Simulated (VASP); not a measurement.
OSZICAR of a VASP run on CoC (relaxed from the rock salt structure, space group Fm-3m):

File OSZICAR:
```
       N       E                     dE             d eps       ncg     rms          rms(c)
DAV:   1     0.500745149156E+02    0.50075E+02   -0.60704E+03  4064   0.121E+03
DAV:   2    -0.154159730506E+02   -0.65490E+02   -0.59088E+02  4280   0.216E+02
DAV:   3    -0.195594094783E+02   -0.41434E+01   -0.39771E+01  4704   0.592E+01
DAV:   4    -0.196377491465E+02   -0.78340E-01   -0.78124E-01  4692   0.847E+00
DAV:   5    -0.196396734214E+02   -0.19243E-02   -0.19241E-02  4808   0.135E+00    0.207E+01
DAV:   6    -0.304544313020E+02   -0.10815E+02   -0.16593E+02  4512   0.183E+02    0.435E+01
DAV:   7    -0.149334798686E+02    0.15521E+02   -0.53622E+01  4600   0.116E+02    0.619E+00
DAV:   8    -0.148693834309E+02    0.64096E-01   -0.17273E+00  5016   0.129E+01    0.256E+00
DAV:   9    -0.148851236975E+02   -0.15740E-01   -0.18921E-01  5532   0.446E+00    0.164E+00
DAV:  10    -0.148843299224E+02    0.79378E-03   -0.31362E-02  5404   0.178E+00    0.543E-01
DAV:  11    -0.148842890434E+02    0.40879E-04   -0.11220E-02  5112   0.143E+00    0.242E-01
DAV:  12    -0.148838955364E+02    0.39351E-03   -0.53339E-03  4584   0.878E-01    0.966E-02
DAV:  13    -0.148838919245E+02    0.36120E-05   -0.35446E-04  5332   0.208E-01    0.399E-02
DAV:  14    -0.148838918818E+02    0.42609E-07   -0.32018E-05  5276   0.632E-02    0.191E-02
DAV:  15    -0.148838902976E+02    0.15843E-05   -0.25211E-06  3052   0.157E-02    0.440E-03
DAV:  16    -0.148838903615E+02   -0.63913E-07   -0.35707E-07  2188   0.537E-03
   1 F= -.14883890E+02 E0= -.14883818E+02  d E =-.148839E+02  mag=     0.6062
       N       E                     dE             d eps       ncg     rms          rms(c)
DAV:   1    -0.430227450861E+02   -0.28139E+02   -0.38255E+02  4668   0.324E+02    0.633E+01
DAV:   2    -0.291181495632E+02    0.13905E+02   -0.22121E+02  4420   0.278E+02    0.253E+01
DAV:   3    -0.169043062928E+02    0.12214E+02   -0.83687E+01  4696   0.164E+02    0.118E+01
DAV:   4    -0.151895610394E+02    0.17147E+01   -0.55035E+00  5288   0.354E+01    0.572E+00
DAV:   5    -0.150002865055E+02    0.18927E+00   -0.13428E-01  4496   0.410E+00    0.242E+00
DAV:   6    -0.149749502790E+02    0.25336E-01   -0.44006E-02  5432   0.309E+00    0.952E-01
DAV:   7    -0.149761607801E+02   -0.12105E-02   -0.26148E-03  4940   0.652E-01    0.239E-01
DAV:   8    -0.149761861254E+02   -0.25345E-04   -0.13037E-04  5016   0.162E-01    0.819E-02
DAV:   9    -0.149761727090E+02    0.13416E-04   -0.33767E-05  5196   0.865E-02    0.250E-02
DAV:  10    -0.149761697599E+02    0.29491E-05   -0.40321E-06  4336   0.197E-02    0.177E-02
DAV:  11    -0.149761698503E+02   -0.90386E-07   -0.16497E-07  2164   0.467E-03
   2 F= -.14976170E+02 E0= -.14976133E+02  d E =-.922795E-01  mag=    -0.0002
       N       E                     dE             d eps       ncg     rms          rms(c)
DAV:   1    -0.225882980773E+02   -0.76121E+01   -0.10165E+02  4136   0.192E+02    0.226E+01
DAV:   2    -0.272529341092E+02   -0.46646E+01   -0.15821E+02  4768   0.201E+02    0.230E+01
DAV:   3    -0.162241092166E+02    0.11029E+02   -0.34736E+01  4192   0.986E+01    0.890E+00
DAV:   4    -0.160907143682E+02    0.13339E+00   -0.88186E-01  4528   0.982E+00    0.504E+00
DAV:   5    -0.159810981036E+02    0.10962E+00   -0.31358E-01  5720   0.726E+00    0.877E-01
DAV:   6    -0.159770684367E+02    0.40297E-02   -0.25137E-02  4496   0.291E+00    0.286E-01
DAV:   7    -0.159767636510E+02    0.30479E-03   -0.66409E-03  4732   0.124E+00    0.109E-01
DAV:   8    -0.159766340602E+02    0.12959E-03   -0.85881E-04  4648   0.469E-01    0.740E-03
DAV:   9    -0.159766366991E+02   -0.26389E-05   -0.26234E-05  4572   0.442E-02    0.307E-03
DAV:  10    -0.159766368478E+02   -0.14866E-06   -0.53163E-07  2332   0.109E-02
   3 F= -.15976637E+02 E0= -.15976395E+02  d E =-.109275E+01  mag=     0.0000
       N       E                     dE             d eps       ncg     rms          rms(c)
DAV:   1    -0.159881538431E+02   -0.11517E-01   -0.13942E-01  4332   0.669E+00    0.955E-01
DAV:   2    -0.159963936105E+02   -0.82398E-02   -0.24222E-01  4584   0.764E+00    0.105E+00
DAV:   3    -0.159792003233E+02    0.17193E-01   -0.10230E-01  4524   0.480E+00    0.211E-01
DAV:   4    -0.159787323471E+02    0.46798E-03   -0.13591E-03  4548   0.467E-01    0.435E-02
DAV:   5    -0.159787128738E+02    0.19473E-04   -0.48914E-05  5120   0.619E-02    0.244E-02
DAV:   6    -0.159787056928E+02    0.71809E-05   -0.21181E-05  5392   0.433E-02    0.475E-03
DAV:   7    -0.159787056685E+02    0.24300E-07   -0.91771E-07  2436   0.991E-03
   4 F= -.15978706E+02 E0= -.15978460E+02  d E =-.109482E+01  mag=     0.0000
       N       E                     dE             d eps       ncg     rms          rms(c)
DAV:   1    -0.159833251979E+02   -0.46195E-02   -0.68764E-02  4340   0.471E+00    0.671E-01
DAV:   2    -0.159872066337E+02   -0.38814E-02   -0.11739E-01  4584   0.534E+00    0.728E-01
DAV:   3    -0.159789368146E+02    0.82698E-02   -0.48986E-02  4532   0.334E+00    0.150E-01
DAV:   4    -0.159787093652E+02    0.22745E-03   -0.65323E-04  4548   0.321E-01    0.315E-02
DAV:   5    -0.159786991185E+02    0.10247E-04   -0.25814E-05  5536   0.441E-02    0.168E-02
DAV:   6    -0.159786959056E+02    0.32129E-05   -0.90583E-06  3172   0.297E-02    0.369E-03
DAV:   7    -0.159786959171E+02   -0.11469E-07   -0.83903E-07  2124   0.104E-02
   5 F= -.15978696E+02 E0= -.15978447E+02  d E =-.109481E+01  mag=     0.0000
       N       E                     dE             d eps       ncg     rms          rms(c)
DAV:   1    -0.159845394702E+02   -0.58436E-02   -0.87280E-02  4328   0.531E+00    0.754E-01
DAV:   2    -0.159899709123E+02   -0.54314E-02   -0.15575E-01  4592   0.612E+00    0.839E-01
DAV:   3    -0.159789171336E+02    0.11054E-01   -0.63660E-02  4524   0.380E+00    0.168E-01
DAV:   4    -0.159786468441E+02    0.27029E-03   -0.75828E-04  4420   0.319E-01    0.430E-02
DAV:   5    -0.159786268580E+02    0.19986E-04   -0.52726E-05  5720   0.665E-02    0.169E-02
DAV:   6    -0.159786227447E+02    0.41132E-05   -0.95402E-06  5272   0.291E-02    0.323E-03
DAV:   7    -0.159786228308E+02   -0.86121E-07   -0.24744E-07  2148   0.559E-03
   6 F= -.15978623E+02 E0= -.15978377E+02  d E =0.730863E-04  mag=     0.0000
       N       E                     dE             d eps       ncg     rms          rms(c)
DAV:   1    -0.159806029584E+02   -0.19802E-02   -0.25909E-02  4356   0.289E+00    0.412E-01
DAV:   2    -0.159821140764E+02   -0.15111E-02   -0.44871E-02  4596   0.329E+00    0.451E-01
DAV:   3    -0.159789432190E+02    0.31709E-02   -0.18696E-02  4532   0.206E+00    0.917E-02
DAV:   4    -0.159788588873E+02    0.84332E-04   -0.24306E-04  4488   0.193E-01    0.201E-02
DAV:   5    -0.159788547092E+02    0.41781E-05   -0.10572E-05  5616   0.279E-02    0.102E-02
DAV:   6    -0.159788536618E+02    0.10474E-05   -0.31779E-06  2372   0.178E-02    0.227E-03
DAV:   7    -0.159788536461E+02    0.15682E-07   -0.34450E-07  2064   0.692E-03
   7 F= -.15978854E+02 E0= -.15978606E+02  d E =-.157729E-03  mag=     0.0000
```

Which electronic solver shows in the log?

It is blocked Davidson (ALGO = Normal, or the opening steps of other solvers). The INCAR had ALGO = Normal.

How was spin treated?

Collinear spin (ISPIN = 2): the summary line carries one mag value, 0.00 μB in the cell.

Can the final energy be trusted as converged?

The calculation finished and met its thresholds. It stopped with EDIFF = 1E-6, NELM = 100, NSW = 60 and EDIFFG = -0.01 after 7 ionic steps (PBEsol GGA, plane waves, VASP's PBE PAW potentials (set 64)). Energy and stress use the plane-wave basis of the starting cell.

The structure was generated: CoC was put into the rock salt type (Fm-3m), which need not be its known phase. This run relaxes it. Symmetry was kept, so distortions that lower it aren't found.
